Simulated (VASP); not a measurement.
Runs of VASP 6.6.1 on Y. Symmetry: P6_3/mmc, No. 194, hexagonal system. Conventional cell: a = 3.643 Å, b = 3.643 Å, c = 5.879 Å, α = 90.00°, β = 90.00°, γ = 120.00°. Y (site symmetry -6m2) is surrounded by 12 Y at 3.61 to 3.64 Å. 

```csv
task,level,potentials or basis,cell,k mesh,cutoff (eV),gap on the mesh (eV),pressure (GPa),relaxed volume (Å³/atom)
relaxation of cell and atoms,LDA,"VASP PAW LDA potentials, release 64 (Y_sv)",relaxed,15 × 15 × 8,600,none,0.0,(b)
relaxation of cell and atoms,PBEsol,"VASP PAW PBE potentials, release 64 (Y_sv)",relaxed,15 × 15 × 8,580,none,0.0,31.21
relaxation of cell and atoms,PBEsol,"VASP PAW PBE potentials, release 64 (Y_sv)",relaxed,15 × 15 × 8,600,none,0.0,31.22
relaxation of cell and atoms,PBEsol,"VASP PAW PBE potentials, release 64 (Y_sv)",relaxed,15 × 15 × 8,480,none,0.0,31.21
single point,PBEsol,"VASP PAW PBE potentials, release 64 (Y_sv)",as given,15 × 15 × 8,520,none,(a),-
relaxation of cell and atoms,PBEsol,"VASP PAW PBE potentials, release 64 (Y_sv)",relaxed,15 × 15 × 8,300,none,0.0,31.11
relaxation of cell and atoms,PBE+D3(BJ),"VASP PAW PBE potentials, release 64 (Y_sv)",relaxed,15 × 15 × 8,600,none,0.0,(c)
relaxation of cell and atoms,PBE,"VASP PAW PBE potentials, release 64 (Y_sv)",relaxed,15 × 15 × 8,600,none,0.0,32.75
relaxation of cell and atoms,PBEsol,"VASP PAW PBE potentials, release 64 (Y_sv)",relaxed,6 × 6 × 4,600,none,0.0,31.37
relaxation of cell and atoms,RPBE,"VASP PAW PBE potentials, release 64 (Y_sv)",relaxed,15 × 15 × 8,600,none,0.0,34.01
```

Alike in all rows: no spin polarisation; smearing gaussian 0.1 eV.

**Question.** Estimate the missing entries.

**Answer.** (a) -3.0; (b) 29.83; (c) 31.40.

Caveats: the PAW data sets were made with another functional, which shifts forces and pressure a little (some runs); pairwise dispersion overbinds metals, which lowers pressure and volume (some runs).

A k mesh can miss the band edges, and the runs leave out spin-orbit coupling on Y.

A gap of «none» marks a metal or a gap under the smearing width.
